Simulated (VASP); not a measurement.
Crystal: BiO6.

```
Bi O
1.0
     4.32190    0.00000    0.00000
     0.00000    4.32190    0.00000
     0.00000    0.00000    4.32190
Bi O
1 6
Direct
  0.00000 0.00000 0.00000
  0.19873 0.50000 0.50000
  0.50000 0.80127 0.50000
  0.50000 0.19873 0.50000
  0.80127 0.50000 0.50000
  0.50000 0.50000 0.19873
  0.50000 0.50000 0.80127
```

The cell was built by a generator and needn't be a form met in nature.

The cell isn't the ideal one: species swapped into the DyB6 type (Pm-3m, No. 221).

```yaml
Program: VASP 6.6.1
Task: relaxation of cell and atoms
Functional: PBE
Potentials_or_basis: VASP PAW PBE potentials, release 64 (Bi_d, O)
Cutoff: 600 eV
k_mesh: 4 × 4 × 4
Occupations: gaussian, width 0.1 eV
Spin: no spin polarisation
```

At the start: pressure 29.8 GPa; volume 11.53 Å³/atom.

**Question.** Where does the relaxation end?

**Answer.** Over 11 steps the energy falls by 1276.1 meV/atom and the volume is 16.33 Å³/atom (+41.6 %); space group Pm-3m (No. 221, to 0.05 Å).

The path:
```csv
step,energy change (eV),largest force (eV/Å),pressure (GPa),volume (Å³)
1,0.0000,6.3013,29.79,80.73
2,-8.7341,2.5100,6.17,108.46
3,-8.8490,0.2516,2.62,105.34
4,-8.8612,0.3246,3.45,106.06
5,-8.8554,0.8043,4.14,106.62
6,-8.7095,2.3463,-4.69,114.75
7,-8.9016,0.4047,0.85,109.15
8,-8.9297,0.0461,0.41,112.66
9,-8.9320,0.0939,0.28,113.98
10,-8.9287,0.3081,-0.82,115.28
11,-8.9324,0.0054,0.03,114.30
```

Final structure:
```
Bi O
1.0
     4.85300    0.00000    0.00000
     0.00000    4.85300    0.00000
     0.00000    0.00000    4.85300
Bi O
1 6
Direct
  0.00000 0.00000 0.00000
  0.13071 0.50000 0.50000
  0.50000 0.86929 0.50000
  0.50000 0.13071 0.50000
  0.86929 0.50000 0.50000
  0.50000 0.50000 0.13071
  0.50000 0.50000 0.86929
```

Caveat: the k mesh is coarse (spacing up to 0.36 Å⁻¹), so the values aren't converged; the volume moved by over 15 % at a fixed basis, so the end points are rough; an odd number of electrons without spin polarisation forces a metal; a magnetic or distorted state may lie lower.
